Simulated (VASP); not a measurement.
# V on the W site in a supercell of W, part 2 of 4

How easily does V on the W site form in W? The host is relaxed first, then a supercell is run with and without the defect.

VASP 6.6.1, plane waves and PAW; the level of theory is named at each step.

So far. Step 2 (The host at zero pressure): The run ended after 3 ionic steps, 0.004 eV below its first step, once forces and stress met EDIFFG = -0.02.

### Step 3. The perfect supercell

Level of this step: PBEsol; plane waves and PAW (W) (VASP).

System of this step: W. The cell holds 54 atoms: 54 W. Cell: a = 9.431 Å, b = 9.431 Å, c = 9.431 Å, α = 90.0°, β = 90.0°, γ = 90.0°. It derives from W.

The same cell, mesh and cutoff without the defect give the energy to subtract and, in a gapped host, the band edges to count from, so that most errors cancel.

Contents of INCAR:

```
SYSTEM = W
PREC = Normal
ENCUT = 300
EDIFF = 1E-05
NELM = 120
ISMEAR = 1
SIGMA = 0.2
LREAL = Auto
ALGO = Fast
GGA = PS
NBANDS = 200
LASPH = .TRUE.
LORBIT = 11
LWAVE = .FALSE.
LCHARG = .FALSE.
KPAR = 4
NCORE = 2
```

Contents of POSCAR:

```
W
1.0
    9.4313816994      0.0000000000      0.0000000000
    0.0000000000      9.4313816994      0.0000000000
    0.0000000000      0.0000000000      9.4313816994
W
54
Direct
    0.0000000000      0.0000000000      0.0000000000
    0.3333333333      0.0000000000      0.0000000000
    0.6666666667      0.0000000000      0.0000000000
    0.0000000000      0.3333333333      0.0000000000
    0.0000000000      0.0000000000      0.3333333333
    0.1666666667      0.1666666667      0.1666666667
    0.3333333333      0.3333333333      0.0000000000
    0.3333333333      0.0000000000      0.3333333333
    0.5000000000      0.1666666667      0.1666666667
    0.6666666667      0.3333333333      0.0000000000
    0.6666666667      0.0000000000      0.3333333333
    0.8333333333      0.1666666667      0.1666666667
    0.0000000000      0.6666666667      0.0000000000
    0.0000000000      0.3333333333      0.3333333333
    0.1666666667      0.5000000000      0.1666666667
    0.3333333333      0.6666666667      0.0000000000
    0.0000000000      0.0000000000      0.6666666667
    0.1666666667      0.1666666667      0.5000000000
    0.3333333333      0.3333333333      0.3333333333
    0.5000000000      0.5000000000      0.1666666667
    0.6666666667      0.6666666667      0.0000000000
    0.3333333333      0.0000000000      0.6666666667
    0.5000000000      0.1666666667      0.5000000000
    0.6666666667      0.3333333333      0.3333333333
    0.8333333333      0.5000000000      0.1666666667
    0.6666666667      0.0000000000      0.6666666667
    0.8333333333      0.1666666667      0.5000000000
    0.0000000000      0.6666666667      0.3333333333
    0.1666666667      0.8333333333      0.1666666667
    0.0000000000      0.3333333333      0.6666666667
    0.1666666667      0.5000000000      0.5000000000
    0.3333333333      0.6666666667      0.3333333333
    0.5000000000      0.8333333333      0.1666666667
    0.1666666667      0.1666666667      0.8333333333
    0.3333333333      0.3333333333      0.6666666667
    0.5000000000      0.5000000000      0.5000000000
    0.6666666667      0.6666666667      0.3333333333
    0.8333333333      0.8333333333      0.1666666667
    0.5000000000      0.1666666667      0.8333333333
    0.6666666667      0.3333333333      0.6666666667
    0.8333333333      0.5000000000      0.5000000000
    0.8333333333      0.1666666667      0.8333333333
    0.0000000000      0.6666666667      0.6666666667
    0.1666666667      0.8333333333      0.5000000000
    0.1666666667      0.5000000000      0.8333333333
    0.3333333333      0.6666666667      0.6666666667
    0.5000000000      0.8333333333      0.5000000000
    0.5000000000      0.5000000000      0.8333333333
    0.6666666667      0.6666666667      0.6666666667
    0.8333333333      0.8333333333      0.5000000000
    0.8333333333      0.5000000000      0.8333333333
    0.1666666667      0.8333333333      0.8333333333
    0.5000000000      0.8333333333      0.8333333333
    0.8333333333      0.8333333333      0.8333333333
```

Contents of KPOINTS:

```
Automatic mesh
0
Monkhorst-Pack
4 4 4
0 0 0
```

The projector-augmented-wave data sets are W (PBE family, release 64).

Run with:

```bash
$ mpirun -np 8 vasp_std
```

What it wrote:

```text
[banner, memory and clock lines left out]
running    8 mpi-ranks, on    1 nodes
 distrk:  each k-point on    2 cores,    4 groups
 distr:  one band on    2 cores,    1 groups

 POSCAR found type information on POSCAR W
 POSCAR found :  1 types and      54 ions
 [... a notice as in an earlier step ...]

 LDA part: xc-table for (Slater+PW92), standard interpolation
 POSCAR, INCAR and KPOINTS ok, starting setup
 FFT: planning ... GRIDC
 FFT: planning ... GRID_SOFT
 FFT: planning ... GRID
 WAVECAR not read
 entering main loop
       N       E                     dE             d eps       ncg     rms          rms(c)
DAV:   1     0.629844215766E+03    0.62984E+03   -0.10230E+05  1600   0.928E+02
DAV:   2    -0.641995031876E+03   -0.12718E+04   -0.12054E+04  1888   0.257E+02
DAV:   3    -0.782593345057E+03   -0.14060E+03   -0.13594E+03  2352   0.657E+01
DAV:   4    -0.788043232340E+03   -0.54499E+01   -0.53444E+01  2168   0.137E+01
DAV:   5    -0.788262257396E+03   -0.21903E+00   -0.21679E+00  2480   0.255E+00    0.173E+02
RMM:   6    -0.760076355407E+03    0.28186E+02   -0.18931E+01  1606   0.903E+00    0.807E+01
RMM:   7    -0.749222546811E+03    0.10854E+02   -0.37099E+01  1698   0.108E+01    0.322E+00
RMM:   8    -0.749471631482E+03   -0.24908E+00   -0.44707E+00  1859   0.532E+00    0.109E+01
RMM:   9    -0.749658781847E+03   -0.18715E+00   -0.16363E+00  1954   0.219E+00    0.682E+00
RMM:  10    -0.749561218458E+03    0.97563E-01   -0.64552E-01  1748   0.213E+00    0.911E-01
RMM:  11    -0.749564341896E+03   -0.31234E-02   -0.12491E-01  2065   0.713E-01    0.208E+00
RMM:  12    -0.749566830952E+03   -0.24891E-02   -0.24726E-02  2145   0.184E-01    0.188E+00
RMM:  13    -0.749567239158E+03   -0.40821E-03   -0.39362E-03  2336   0.788E-02    0.169E+00
RMM:  14    -0.749567431337E+03   -0.19218E-03   -0.11216E-03  1934   0.617E-02    0.246E+00
RMM:  15    -0.749567508341E+03   -0.77004E-04   -0.34757E-04  2005   0.251E-02    0.323E+00
RMM:  16    -0.749567535594E+03   -0.27253E-04   -0.59282E-05  1479   0.109E-02    0.343E+00
RMM:  17    -0.749567527159E+03    0.84350E-05   -0.12538E-05  1190   0.625E-03
   1 F= -.74956753E+03 E0= -.74952901E+03  d E =-.115546E+00
```

Wall time 2.9 min (8 MPI ranks of AMD EPYC 7R43, shared host); peak memory 1.8 GiB.

From OUTCAR (step 3):

```text
  LATTYP: Found a simple cubic cell.
 ALAT       =     9.4313816994

The static configuration has the point symmetry O_h .

 Found      4 irreducible k-points:

   k-points           NKPTS =      4   k-points in BZ     NKDIM =      4   number of bands    NBANDS=    200

   dimension x,y,z NGX =    40 NGY =   40 NGZ =   40
   dimension x,y,z NGXF=    80 NGYF=   80 NGZF=   80

   ENCUT  =  300.0 eV  22.05 Ry    4.70 a.u.  13.32 13.32 13.32*2*pi/ulx,y,z

   NELECT =     324.0000    total number of electrons

 E-fermi :   7.8949

 k-point     1 :       0.1250    0.1250    0.1250
  band No.  band energies     occupation
    ...
    161       7.8576      1.30920
    162       7.8576      1.30918
    163       7.8635      1.26153
    164       7.8636      1.26153
    165       7.8636      1.26150
    166       7.9618      0.46753
    167       7.9618      0.46753
    168       7.9618      0.46751
    169       8.0915     -0.04656
    170       8.0915     -0.04656
    ...

 k-point     2 :       0.3750    0.1250    0.1250
  band No.  band energies     occupation
    ...
    162       7.7091      2.03211
    163       7.8138      1.62737
    164       7.8138      1.62734
    165       7.9568      0.50254
    166       7.9568      0.50250
    167       8.2215     -0.04307
    168       8.2215     -0.04307
    169       8.3325     -0.00831
    170       8.3325     -0.00831
    171       8.3556     -0.00532
    ...

  Total       -2.8804448     -2.8804448     -2.8804448     -0.0000000     -0.0000000      0.0000000
  in kB       -5.5010321     -5.5010321     -5.5010321     -0.0000000     -0.0000000      0.0000000
  external PRESSURE =      -5.5010321 kB  Pullay stress =       0.0000000 kB

  energy-cutoff  :      300.00
  volume of cell :      838.93
      direct lattice vectors                 reciprocal lattice vectors
     9.431381699  0.000000000  0.000000000     0.106029003  0.000000000  0.000000000
     0.000000000  9.431381699  0.000000000     0.000000000  0.106029003  0.000000000
     0.000000000  0.000000000  9.431381699     0.000000000  0.000000000  0.106029003

 POSITION                                       TOTAL-FORCE (eV/Angst)
 -----------------------------------------------------------------------------------
      0.00000      0.00000      0.00000         0.000000      0.000000      0.000000
      3.14379      0.00000      0.00000        -0.000000      0.000000      0.000000
      6.28759      0.00000      0.00000         0.000000     -0.000000      0.000000
      0.00000      3.14379      0.00000         0.000000      0.000000     -0.000000
      0.00000      0.00000      3.14379        -0.000000      0.000000     -0.000000
      1.57190      1.57190      1.57190        -0.000000      0.000000     -0.000000
      3.14379      3.14379      0.00000         0.000000     -0.000000      0.000000
      3.14379      0.00000      3.14379         0.000000      0.000000      0.000000
      4.71569      1.57190      1.57190        -0.000000     -0.000000     -0.000000
      6.28759      3.14379      0.00000        -0.000000      0.000000     -0.000000
      6.28759      0.00000      3.14379        -0.000000      0.000000     -0.000000
      7.85948      1.57190      1.57190        -0.000000     -0.000000     -0.000000
      0.00000      6.28759      0.00000        -0.000000     -0.000000      0.000000
      0.00000      3.14379      3.14379         0.000000     -0.000000     -0.000000
      1.57190      4.71569      1.57190        -0.000000     -0.000000     -0.000000
      3.14379      6.28759      0.00000        -0.000000     -0.000000     -0.000000
      0.00000      0.00000      6.28759         0.000000     -0.000000      0.000000
      1.57190      1.57190      4.71569         0.000000     -0.000000      0.000000
      3.14379      3.14379      3.14379         0.000000     -0.000000      0.000000
      4.71569      4.71569      1.57190        -0.000000      0.000000      0.000000
      6.28759      6.28759      0.00000         0.000000      0.000000     -0.000000
      3.14379      0.00000      6.28759         0.000000     -0.000000     -0.000000
      4.71569      1.57190      4.71569        -0.000000     -0.000000      0.000000
      6.28759      3.14379      3.14379        -0.000000      0.000000      0.000000
      7.85948      4.71569      1.57190        -0.000000     -0.000000      0.000000
      6.28759      0.00000      6.28759        -0.000000     -0.000000     -0.000000
      7.85948      1.57190      4.71569         0.000000      0.000000     -0.000000
      0.00000      6.28759      3.14379        -0.000000     -0.000000      0.000000
      1.57190      7.85948      1.57190        -0.000000      0.000000     -0.000000
      0.00000      3.14379      6.28759        -0.000000      0.000000     -0.000000
      1.57190      4.71569      4.71569         0.000000     -0.000000     -0.000000
      3.14379      6.28759      3.14379         0.000000      0.000000      0.000000
      4.71569      7.85948      1.57190        -0.000000     -0.000000      0.000000
      1.57190      1.57190      7.85948        -0.000000     -0.000000      0.000000
      3.14379      3.14379      6.28759         0.000000     -0.000000     -0.000000
      4.71569      4.71569      4.71569         0.000000      0.000000      0.000000
      6.28759      6.28759      3.14379        -0.000000     -0.000000      0.000000
      7.85948      7.85948      1.57190         0.000000     -0.000000     -0.000000
[...]
-----------------------------------------------------------------------------------
    total drift:                               -0.000000     -0.000000     -0.000000

  FREE ENERGIE OF THE ION-ELECTRON SYSTEM (eV)
  ---------------------------------------------------
  free  energy   TOTEN  =      -749.5675271587 eV

  energy  without entropy=     -749.4519811866  energy(sigma->0) =     -749.52901183

 total charge
# of ion       s       p       d       tot
------------------------------------------
    1        0.682   0.740   4.278   5.699
    2        0.682   0.740   4.278   5.699
    3        0.682   0.740   4.278   5.699
    4        0.682   0.740   4.278   5.699
    5        0.682   0.740   4.278   5.699
    6        0.682   0.740   4.278   5.699
    7        0.682   0.740   4.278   5.699
    8        0.682   0.740   4.278   5.699
    9        0.682   0.740   4.278   5.699
   10        0.682   0.740   4.278   5.699
   11        0.682   0.740   4.278   5.699
   12        0.682   0.740   4.278   5.699
   13        0.682   0.740   4.278   5.699
   14        0.682   0.740   4.278   5.699
   15        0.682   0.740   4.278   5.699
   16        0.682   0.740   4.278   5.699
   17        0.682   0.740   4.278   5.699
   18        0.682   0.740   4.278   5.699
   19        0.682   0.740   4.278   5.699
   20        0.682   0.740   4.278   5.699
   21        0.682   0.740   4.278   5.699
   22        0.682   0.740   4.278   5.699
   23        0.682   0.740   4.278   5.699
   24        0.682   0.740   4.278   5.699
   25        0.682   0.740   4.278   5.699
   26        0.682   0.740   4.278   5.699
   27        0.682   0.740   4.278   5.699
   28        0.682   0.740   4.278   5.699
   29        0.682   0.740   4.278   5.699
   30        0.682   0.740   4.278   5.699
   31        0.682   0.740   4.278   5.699
   32        0.682   0.740   4.278   5.699
   33        0.682   0.740   4.278   5.699
   34        0.682   0.740   4.278   5.699
   35        0.682   0.740   4.278   5.699
   36        0.682   0.740   4.278   5.699
   37        0.682   0.740   4.278   5.699
[...]
--------------------------------------------------
tot         36.812  39.960 230.997 307.769

[... 1 part as in an earlier step ...]

[... 5 further parts left out ...]
```

This step gave:

```yaml
electronic_cycles: 17
electrons: 324
free_energy_toten: -749.5675 eV
energy_at_zero_smearing: -749.5290 eV
fermi_energy: 7.895 eV
```

EDIFF was met while the residual of the charge density, rms(c), still stood at 0.3, so the density had not settled and the numbers of this run are doubtful.

The host is treated as a metal, as its relaxation found a gap under 0.3 eV or none, and only the neutral defect is run.

[end of part 2 of 4]

[Lines on the potential files, build, host, timing and source positions are cut from VASP's logs without a mark.]

[Logs are printed without paths, hosts, clocks, repeated set-up lines and the standing remarks that a program may print on its own settings, such as how far it seeks lower states.]

[Hosts, paths, dates, database ids (printed as entryN), source tags and the programs' standing remarks are cut or masked in the printed files.]

[In band tables of VASP the shares of atoms and orbitals are scaled to a sum of 1 inside the atoms' spheres.]

[Runs that stopped without an error message from VASP are left out.]
